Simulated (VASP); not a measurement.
The input files of a VASP run:

**INCAR**
```
# general
SYSTEM =Cd
PREC   =Accurate
ENCUT  =520
LREAL  =F
LASPH  =T

# electronic loop
EDIFF  =1E-6
NELM   =100
ALGO   =Normal
LMAXMIX=4

# smearing
ISMEAR =1
SIGMA  =0.1

# functional
GGA    =PE
IVDW   =12

# ions
IBRION =2
NSW    =60
ISIF   =3
EDIFFG =-0.01

# output
LWAVE  =F
LCHARG =F
```

File POSCAR:
```
Cd
1
    1.4900000000    -2.5807560000     0.0000000000
    1.4900000000     2.5807560000     0.0000000000
    0.0000000000     0.0000000000     5.6200000000
Cd
2
Direct
  0.3333330000   0.6666670000   0.2500000000
  0.6666670000   0.3333330000   0.7500000000
```

File KPOINTS:
```
Automatic
0
Gamma
 13 13 6
```

POTCAR, in this order: Cd (PBE.64 set). Program: vasp_std.

Task: Write an equivalent input for Ansatz.

Result: One equivalent input (not run):
Ansatz 0.2 input:
```yaml
crystal:
  lattice:
    - [1.4900000, -2.5807560, 0.0000000]
    - [1.4900000, 2.5807560, 0.0000000]
    - [0.0000000, 0.0000000, 5.6200000]
  atoms:
    - { symbol: Cd, position: [0.3333330, 0.6666670, 0.2500000] }
    - { symbol: Cd, position: [0.6666670, 0.3333330, 0.7500000] }
kpoints:
  mp_grid: { grid: [13, 13, 6] }
hamiltonian:
  xc: pbe
  dispersion: d3bj
  pseudopotentials: { kind: paw }
scf:
  occupations: { method: methfessel_paxton, width: 0.1 }
  max_iter: 100
relax:
  max_steps: 60
  f_tol: 0.01
  cell: {}
output: { forces: true, stress: true, eigenvalues: true }
```
Limits of the translation: each code has its own PAW files, so the cut-off isn't converted (ENCUT is set for VASP's; basis.ecutwfc is left out, and Ansatz then takes the one that its files recommend); Ansatz stops its SCF on the density residual and VASP on the energy change (EDIFF).

The compound is Cd in the hcp structure. This run relaxes it. Symmetry was kept, so distortions that lower it aren't found.
